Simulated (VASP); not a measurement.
Here is the system:

```
Al3Sc
1.0
    4.10950     0.00000     0.00000
    0.00000     4.10950     0.00000
    0.00000     0.00000     4.10950
Sc Al
1 3
Direct
  0.00000   0.00000   0.00000
  0.00000   0.50000   0.50000
  0.50000   0.00000   0.50000
  0.50000   0.50000   0.00000
```

Method: PW91 GGA, VASP's PBE PAW potentials (set 64) (plane waves; VASP). Run with 520 eV cut-off, 8×8×8 Γ-centred mesh, tetrahedra with Blöchl corrections, potentials Sc_sv Al.

The cores are frozen, which limits the accuracy of field gradients.

Give the principal components of the electric field gradient (V/Å²) and the asymmetry η at each nucleus.

| atom | Vxx | Vyy | Vzz | η |
|---|---|---|---|---|
| Sc1 | 0.0 | 0.0 | 0.0 | - |
| Al2 | -10.1 | -10.1 | 20.3 | 0.00 |
| Al3 | -10.1 | -10.1 | 20.3 | 0.00 |
| Al4 | -10.1 | -10.1 | 20.3 | 0.00 |

The compound is Al3Sc in the L1_2 structure. It was relaxed first.
